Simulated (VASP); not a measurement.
A convergence study with VASP on Sb (a7): one setting is varied, all else stays as given below, so the limit is that of these other settings.

```xyz
2
Lattice="3.9573 -2.1550 0.0000 3.9573 2.1550 0.0000 2.7838 0.0000 3.5433" Properties=species:S:1:pos:R:3 pbc="T T T"
Sb     2.4981     0.0000     0.8274
Sb     8.2004     0.0000     2.7159
```

These are PBE GGA, VASP's PBE PAW potentials (set 64) (plane waves; VASP) values and carry that method's errors. The tightest run used: 550 eV cut-off, 20×20×20 Γ-centred mesh, first-order Methfessel-Paxton smearing of 0.10 eV, potentials Sb.

The reference is 20×20×20 mesh, which took about 6 core-minutes. Costs are core time on shared hosts, one run each; read them as rough ratios.

Q: Of the settings 1×1×1 mesh; 2×2×2 mesh; 3×3×3 mesh; 4×4×4 mesh; 5×5×5 mesh; 6×6×6 mesh; 7×7×7 mesh; 8×8×8 mesh; 9×9×9 mesh; 10×10×10 mesh; 11×11×11 mesh; 12×12×12 mesh; 13×13×13 mesh; 14×14×14 mesh; 15×15×15 mesh; 16×16×16 mesh; 17×17×17 mesh; 18×18×18 mesh; 19×19×19 mesh; 20×20×20 mesh, which is the lowest that keeps the difference from the reference in the stress, largest component (GPa) within 0.1 from there on, and what does it cost?

A: 9×9×9 mesh; its cost over the reference is about 1/10.
```tsv
setting	difference in the stress, largest component (GPa)	cost over the reference
1×1×1 mesh	47.96	about 1/70
2×2×2 mesh	7.10	about 1/40
3×3×3 mesh	1.30	about 1/60
4×4×4 mesh	0.49	about 1/50
5×5×5 mesh	0.50	about 1/40
6×6×6 mesh	0.12	about 1/20
7×7×7 mesh	0.11	about 1/20
8×8×8 mesh	0.18	about 1/10
9×9×9 mesh	0.04	about 1/10
10×10×10 mesh	0.06	about 1/10
11×11×11 mesh	0.00	about 1/7
12×12×12 mesh	0.04	about 1/6
13×13×13 mesh	0.01	about 1/4
14×14×14 mesh	0.02	about 1/4
15×15×15 mesh	0.01	about 1/4
16×16×16 mesh	0.00	about 1/3
17×17×17 mesh	0.01	about 1/2
18×18×18 mesh	0.00	about 1/2
19×19×19 mesh	0.01	about 1/2
20×20×20 mesh	0.00	reference
```

Left out are rungs that failed or repeat a setting and relaxations that didn't move; long series are thinned to 24 rows.

The compound is Sb in the a7 structure. The cell was not relaxed at this level, forces remain on its atoms.
